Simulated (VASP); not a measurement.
**Driving VASP from ASE on Zr (Zirconium)**

Do ASE scripts that read Zr (Zirconium) from different structure formats give one answer, and do several routes find one equilibrium volume? All runs use LDA. Left out of this account: at least 1 further run (self-consistent run: a reference on another mesh). The start is a cell from a database of measured crystal structures.

Main program and level: VASP 6.6.1; LDA; plane waves and PAW (Zr_sv).

**1. Set-up**

The structure is hexagonal, space group P6_3/mmc (No. 194). The conventional cell has a = 3.232 Å, b = 3.232 Å, c = 5.147 Å, α = 90.00°, β = 90.00°, γ = 120.00°. Nearest to Zr lie 12 Zr at 3.18 to 3.23 Å.

As a file:

```
Zr
1.0
     3.23200    0.00000    0.00000
    -1.61600    2.79899    0.00000
     0.00000    0.00000    5.14700
Zr
2
Direct
  0.33333 0.66667 0.25000
  0.66667 0.33333 0.75000
```

**2. Total energy, forces and stress (LDA, through ASE)**

A single point through ASE, with the structure typed into the script.

Contents of run.py:

```python
import numpy as np
from ase.calculators.vasp import Vasp
from ase import Atoms
from ase.dft.bandgap import bandgap

atoms = Atoms(['Zr', 'Zr'],
              cell=[[3.232, 0.0, 0.0], [-1.616, 2.7989941, 0.0], [0.0, 0.0, 5.147]],
              scaled_positions=[[0.33333333, 0.66666667, 0.25], [0.66666667, 0.33333333, 0.75]],
              pbc=True)

calc = Vasp(
    xc='lda',
    pp='LDA',
    prec='Accurate',
    encut=400,
    ediff=1e-06,
    nelm=100,
    ismear=-1,
    sigma=0.05,
    lreal=False,
    algo='Normal',
    nbands=18,
    lasph=True,
    lorbit=11,
    lwave=False,
    lcharg=False,
    kpar=2,
    isif=2,
    pp_version='64',
    setups={'Zr': '_sv'},
    kpts=(14, 14, 8),
    gamma=True,
    txt='vasp.out',
)
atoms.calc = calc

print("energy (eV):", round(atoms.get_potential_energy(), 6))
print("Fermi level (eV):", round(calc.get_fermi_level(), 4))
print("forces (eV/A):")
print(np.round(atoms.get_forces(), 4))
print("stress (GPa, Voigt, tension positive):", np.round(atoms.get_stress() * 160.21766, 3))
gap, p1, p2 = bandgap(calc, direct=False)
print("gap on the mesh (eV):", round(gap, 4))
```

The projector-augmented-wave data sets are Zr_sv (LDA family, release 64).

Started as:

```
$ export ASE_VASP_COMMAND="mpirun -np 2 vasp_std"
$ python run.py
```

Log:

```text
energy (eV): -18.522922
Fermi level (eV): 8.8053
forces (eV/A):
[[ 0.  0.  0.]
 [-0. -0.  0.]]
stress (GPa, Voigt, tension positive): [ 6.382  6.382  5.791  0.    -0.     0.   ]
gap on the mesh (eV): 0.0
```

Elapsed: 50 s, on 2 MPI ranks of AMD EPYC 7R43, shared host; peak memory 0.28 GiB.

Lines that name or quote the potential files are left out of all logs, and their timing lines are given in words.

ASE turned this into the INCAR:

```
ENCUT = 400.000000
SIGMA = 0.050000
EDIFF = 1.00e-06
ALGO = Normal
PREC = Accurate
ISIF = 2
ISMEAR = -1
KPAR = 2
LORBIT = 11
NBANDS = 18
NELM = 100
LASPH = .TRUE.
LCHARG = .FALSE.
LWAVE = .FALSE.
LREAL = .FALSE.
```

The KPOINTS that ASE wrote:

```
KPOINTS created by Atomic Simulation Environment
0
Gamma
14 14 8
0 0 0
```

VASP's own log, vasp.out:

```text
[banner, memory and clock lines left out]
running    2 mpi-ranks, on    1 nodes
 distrk:  each k-point on    1 cores,    2 groups
 distr:  one band on    1 cores,    1 groups

 POSCAR found type information on POSCAR Zr
 POSCAR found :  1 types and       2 ions
 LDA part: xc-table for (Slater(with rela. corr.)+CA(PZ))
 , standard interpolation
 POSCAR, INCAR and KPOINTS ok, starting setup
 FFT: planning ... GRIDC
 FFT: planning ... GRID_SOFT
 FFT: planning ... GRID
 WAVECAR not read
 entering main loop
       N       E                     dE             d eps       ncg     rms          rms(c)
DAV:   1     0.180297477860E+03    0.18030E+03   -0.11852E+04  4336   0.109E+03
DAV:   2    -0.505542755817E+01   -0.18535E+03   -0.18249E+03  5102   0.344E+02
DAV:   3    -0.190421717074E+02   -0.13987E+02   -0.13860E+02  7956   0.654E+01
DAV:   4    -0.193186267745E+02   -0.27646E+00   -0.27626E+00  4992   0.101E+01
DAV:   5    -0.193273954488E+02   -0.87687E-02   -0.87645E-02  6534   0.119E+00    0.144E+01
DAV:   6    -0.186653693947E+02    0.66203E+00   -0.99825E-01  4680   0.751E+00    0.563E+00
DAV:   7    -0.185309836141E+02    0.13439E+00   -0.61147E-01  6264   0.497E+00    0.107E+00
DAV:   8    -0.185321706787E+02   -0.11871E-02   -0.29704E-02  6010   0.139E+00    0.277E-01
DAV:   9    -0.185323895708E+02   -0.21889E-03   -0.14700E-03  5486   0.329E-01    0.301E-02
DAV:  10    -0.185323789393E+02    0.10632E-04   -0.47023E-05  5926   0.387E-02    0.230E-02
DAV:  11    -0.185323798812E+02   -0.94190E-06   -0.66118E-06  4768   0.296E-02
   1 F= -.18532380E+02 E0= -.18522922E+02  d E =-.189160E-01
```

Parts of OUTCAR (step 2):

```text
ion  position               nearest neighbor table
   1  0.333  0.667  0.250-   2 3.18   2 3.18   2 3.18   2 3.18   2 3.18   2 3.18
   2  0.667  0.333  0.750-   1 3.18   1 3.18   1 3.18   1 3.18   1 3.18   1 3.18

  LATTYP: Found a hexagonal cell.
 ALAT       =     3.2320000000
 C/A-ratio  =     1.5925123762

 Subroutine GETGRP returns: Found 24 space group operations
 (whereof 12 operations were pure point group operations)

The static configuration has the point symmetry D_3d.
 The point group associated with its full space group is D_6h.

 Found    120 irreducible k-points:

   k-points           NKPTS =    120   k-points in BZ     NKDIM =    120   number of bands    NBANDS=     18

   dimension x,y,z NGX =    24 NGY =   24 NGZ =   36
   dimension x,y,z NGXF=    48 NGYF=   48 NGZF=   72

   ENCUT  =  400.0 eV  29.40 Ry    5.42 a.u.   5.27  5.27  8.39*2*pi/ulx,y,z

   NELECT =      24.0000    total number of electrons

 k-points in reciprocal lattice and weights: KPOINTS created by Atomic Simulation Env
   0.00000000  0.00000000  0.00000000       0.001
   0.07142857  0.00000000  0.00000000       0.004
   0.14285714 -0.00000000  0.00000000       0.004
   0.21428571  0.00000000  0.00000000       0.004
   0.28571429  0.00000000  0.00000000       0.004
   0.35714286  0.00000000  0.00000000       0.004
   0.42857143  0.00000000  0.00000000       0.004
   0.50000000  0.00000000  0.00000000       0.002
   0.07142857  0.07142857  0.00000000       0.004
[...]
0.28571429  0.28571429  0.50000000       0.004
   0.35714286  0.28571429  0.50000000       0.004

 average (electrostatic) potential at core
       1 -74.4877       2 -74.4877

 E-fermi :   8.8053

 k-point     1 :       0.0000    0.0000    0.0000
  band No.  band energies     occupation
    ...
      6     -17.4197      2.00000
      7     -17.4157      2.00000
      8     -17.4157      2.00000
      9       3.1637      2.00000
     10       5.7572      2.00000
     11       9.6210      0.00000
     12       9.6210      0.00000
     13       9.7769      0.00000
     14      10.0506      0.00000
     15      10.3115      0.00000
    ...

 k-point     2 :       0.0714    0.0000    0.0000
  band No.  band energies     occupation
    ...
      6     -17.4524      2.00000
      7     -17.4265      2.00000
      8     -17.4203      2.00000
      9       3.3077      2.00000
     10       5.8897      2.00000
     11       9.2603      0.00022
     12       9.7410      0.00000
     13       9.7541      0.00000
     14      10.0577      0.00000
     15      10.1935      0.00000
    ...

 k-point     3 :       0.1429   -0.0000    0.0000
  band No.  band energies     occupation
    ...
      7     -17.4473      2.00000
      8     -17.4340      2.00000
      9       3.7195      2.00000
     10       6.2448      2.00000
     11       8.7666      1.36888
     12       9.0346      0.02016
     13       9.8563      0.00000
     14      10.1464      0.00000
     15      10.4531      0.00000
     16      10.4687      0.00000
    ...

  Total       -1.8545946     -1.8545946     -1.6830806      0.0000000      0.0000000      0.0000000
  in kB      -63.8163673    -63.8163671    -57.9145894      0.0000000      0.0000000      0.0000000
  external PRESSURE =     -61.8491079 kB  Pullay stress =       0.0000000 kB

  energy-cutoff  :      400.00
  volume of cell :       46.56
      direct lattice vectors                 reciprocal lattice vectors
     3.232000000  0.000000000  0.000000000     0.309405941  0.178635603  0.000000000
    -1.616000000  2.798994100  0.000000000     0.000000000  0.357271207  0.000000000
     0.000000000  0.000000000  5.147000000     0.000000000  0.000000000  0.194287935

 POSITION                                       TOTAL-FORCE (eV/Angst)
 -----------------------------------------------------------------------------------
     -0.00000      1.86600      1.28675         0.000000      0.000000      0.000000
      1.61600      0.93300      3.86025        -0.000000     -0.000000      0.000000
 -----------------------------------------------------------------------------------
    total drift:                               -0.000010      0.000006     -0.000000

  FREE ENERGIE OF THE ION-ELECTRON SYSTEM (eV)
  ---------------------------------------------------
  free  energy   TOTEN  =       -18.5323798812 eV

  energy  without entropy=      -18.5134638835  energy(sigma->0) =      -18.52292188

 total charge
# of ion       s       p       d       tot
------------------------------------------
    1        2.237   5.957   1.646   9.840
    2        2.237   5.957   1.646   9.840
--------------------------------------------------
tot          4.474  11.914   3.293  19.681

[... 3 further parts left out ...]
```

At this level the cell is under a tension of 6.2 GPa, so at these settings it is away from equilibrium.

Numbers from this step:

```
SCF cycles                             : 11
electrons                              : 24
bands                                  : 18
irreducible k-points                   : 120
symmetry operations                    : 24
free energy (TOTEN)                    : -18.53 eV
energy at zero smearing                : -18.52 eV
Fermi energy                           : 8.805 eV
pressure                               : -6.185 GPa
metallic, judged on the points sampled : yes
```

The pressure is -6.18 GPa and the largest force 0.000 eV/Å, so the cell is not at a minimum at these settings.

**3. A single point (LDA, through ASE)**

The single point through ASE, with the structure read from a CIF with its space group. The mesh changes to 9×9×5, so this is no clean test of the format.

Changes to run.py since step 2:

```diff
@@ -2,9 +2,6 @@
 from ase.calculators.vasp import Vasp
-from ase import Atoms
+from ase.io import read
 from ase.dft.bandgap import bandgap
 
-atoms = Atoms(['Zr', 'Zr'],
-              cell=[[3.232, 0.0, 0.0], [-1.616, 2.7989941, 0.0], [0.0, 0.0, 5.147]],
-              scaled_positions=[[0.33333333, 0.66666667, 0.25], [0.66666667, 0.33333333, 0.75]],
-              pbc=True)
+atoms = read('Zr.cif')
 
@@ -30,3 +27,3 @@
     setups={'Zr': '_sv'},
-    kpts=(14, 14, 8),
+    kpts=(9, 9, 5),
     gamma=True,
```

Contents of Zr.cif:

```cif
data_Zr
_cell_length_a 3.23200000
_cell_length_b 3.23200000
_cell_length_c 5.14700000
_cell_angle_alpha 90.00000000
_cell_angle_beta 90.00000000
_cell_angle_gamma 120.00000000
_space_group_name_H-M_alt 'P6_3/mmc'
_space_group_name_Hall '-P 6c 2c'
_space_group_IT_number 194
loop_
_space_group_symop_operation_xyz
'x,y,z'
'-x,-y,-z'
'x-y,x,z+1/2'
'-x+y,-x,-z+1/2'
'-y,x-y,z'
'y,-x+y,-z'
'-x,-y,z+1/2'
'x,y,-z+1/2'
'-x+y,-x,z'
'x-y,x,-z'
'y,-x+y,z+1/2'
'-y,x-y,-z+1/2'
'-y,-x,-z+1/2'
'y,x,z+1/2'
'-x,-x+y,-z'
'x,x-y,z'
'-x+y,y,-z+1/2'
'x-y,-y,z+1/2'
'y,x,-z'
'-y,-x,z'
'x,x-y,-z+1/2'
'-x,-x+y,z+1/2'
'x-y,-y,-z'
'-x+y,y,z'
loop_
_atom_site_label
_atom_site_type_symbol
_atom_site_symmetry_multiplicity
_atom_site_Wyckoff_symbol
_atom_site_fract_x
_atom_site_fract_y
_atom_site_fract_z
_atom_site_occupancy
Zr1 Zr 2 c 0.3333333333 0.6666666667 0.2500000000 1
```

Log:

```text
energy (eV): -18.528713
Fermi level (eV): 8.8024
forces (eV/A):
[[ 0. -0.  0.]
 [-0.  0.  0.]]
stress (GPa, Voigt, tension positive): [ 6.47   6.47   5.585 -0.    -0.     0.   ]
gap on the mesh (eV): 0.0
```

Wall time 23 s (2 MPI ranks); peak memory 0.21 GiB.

The INCAR that ASE wrote:

```
ENCUT = 400.000000
SIGMA = 0.050000
EDIFF = 1.00e-06
ALGO = Normal
PREC = Accurate
ISIF = 2
ISMEAR = -1
KPAR = 2
LORBIT = 11
NBANDS = 18
NELM = 100
LASPH = .TRUE.
LCHARG = .FALSE.
LWAVE = .FALSE.
LREAL = .FALSE.
```

The KPOINTS that ASE wrote:

```
KPOINTS created by Atomic Simulation Environment
0
Gamma
9 9 5
0 0 0
```

vasp.out:

```text
[... set-up lines as in an earlier step ...]
 entering main loop
       N       E                     dE             d eps       ncg     rms          rms(c)
DAV:   1     0.179937524451E+03    0.17994E+03   -0.11822E+04  1296   0.110E+03
DAV:   2    -0.583445923619E+01   -0.18577E+03   -0.18297E+03  1566   0.341E+02
DAV:   3    -0.190103995352E+02   -0.13176E+02   -0.13083E+02  2332   0.648E+01
DAV:   4    -0.193275322630E+02   -0.31713E+00   -0.31681E+00  1576   0.101E+01
DAV:   5    -0.193333904029E+02   -0.58581E-02   -0.58570E-02  1928   0.108E+00    0.144E+01
DAV:   6    -0.186712587499E+02    0.66213E+00   -0.99830E-01  1402   0.751E+00    0.564E+00
DAV:   7    -0.185362452173E+02    0.13501E+00   -0.61165E-01  1882   0.498E+00    0.107E+00
DAV:   8    -0.185373705071E+02   -0.11253E-02   -0.29973E-02  1794   0.140E+00    0.270E-01
DAV:   9    -0.185375845222E+02   -0.21402E-03   -0.14412E-03  1676   0.323E-01    0.293E-02
DAV:  10    -0.185375725454E+02    0.11977E-04   -0.45982E-05  1732   0.397E-02    0.228E-02
DAV:  11    -0.185375734510E+02   -0.90561E-06   -0.65839E-06  1476   0.295E-02
   1 F= -.18537573E+02 E0= -.18528713E+02  d E =-.177204E-01
```

From OUTCAR (step 3):

```text
 Found     36 irreducible k-points:

   k-points           NKPTS =     36   k-points in BZ     NKDIM =     36   number of bands    NBANDS=     18

   NELECT =      24.0000    total number of electrons

 E-fermi :   8.8024

 k-point     1 :       0.0000    0.0000    0.0000
  band No.  band energies     occupation
    ...
      6     -17.4213      2.00000
      7     -17.4173      2.00000
      8     -17.4173      2.00000
      9       3.1635      2.00000
     10       5.7574      2.00000
     11       9.6206      0.00000
     12       9.6206      0.00000
     13       9.7760      0.00000
     14      10.0500      0.00000
     15      10.3111      0.00000
    ...

 k-point     2 :       0.1111    0.0000    0.0000
  band No.  band energies     occupation
    ...
      6     -17.5033      2.00000
      7     -17.4379      2.00000
      8     -17.4284      2.00000
      9       3.5062      2.00000
     10       6.0664      2.00000
     11       8.9880      0.04765
     12       9.3709      0.00002
     13       9.9406      0.00000
     14      10.0051      0.00000
     15      10.2883      0.00000
    ...

  Total       -1.8801642     -1.8801642     -1.6229922     -0.0000000      0.0000000      0.0000000
  in kB      -64.6962117    -64.6962117    -55.8469583     -0.0000000      0.0000000      0.0000000
  external PRESSURE =     -61.7464605 kB  Pullay stress =       0.0000000 kB

  energy-cutoff  :      400.00
  volume of cell :       46.56
      direct lattice vectors                 reciprocal lattice vectors
     3.232000000  0.000000000  0.000000000     0.309405941  0.178635603  0.000000000
    -1.616000000  2.798994105  0.000000000     0.000000000  0.357271206  0.000000000
     0.000000000  0.000000000  5.147000000     0.000000000  0.000000000  0.194287935

 POSITION                                       TOTAL-FORCE (eV/Angst)
 -----------------------------------------------------------------------------------
     -0.00000      1.86600      1.28675         0.000000     -0.000000      0.000000
      1.61600      0.93300      3.86025        -0.000000      0.000000      0.000000
 -----------------------------------------------------------------------------------
    total drift:                               -0.000000      0.000000     -0.000000

  FREE ENERGIE OF THE ION-ELECTRON SYSTEM (eV)
  ---------------------------------------------------
  free  energy   TOTEN  =       -18.5375734510 eV

  energy  without entropy=      -18.5198530608  energy(sigma->0) =      -18.52871326

 total charge
# of ion       s       p       d       tot
------------------------------------------
    1        2.237   5.957   1.646   9.840
    2        2.237   5.957   1.646   9.840
--------------------------------------------------
tot          4.475  11.914   3.291  19.680

[... 6 parts as in an earlier step ...]

[... 6 further parts left out ...]
```

The k-mesh is coarse for a metal.

This step gave:

| Property | Result |
| --- | --- |
| irreducible k-points | 36 |
| free energy (TOTEN) | -18.54 eV |
| energy at zero smearing | -18.53 eV |
| Fermi energy | 8.802 eV |
| pressure | -6.175 GPa |

The energy lies -2.90 meV an atom from the first script, on another mesh.

[end of part 1 of 3]

[Lines on the potential files, build, host, timing and source positions are cut from VASP's logs without a mark.]

[Logs are printed without paths, hosts, clocks, repeated set-up lines and the standing remarks that a program may print on its own settings, such as how far it seeks lower states.]

[Hosts, paths, dates, database ids (printed as entryN), source tags and the programs' standing remarks are cut or masked in the printed files.]

[A measured line is paired with the nearest computed mode of its activity, which favours agreement.]

[In band tables of VASP the shares of atoms and orbitals are scaled to a sum of 1 inside the atoms' spheres.]
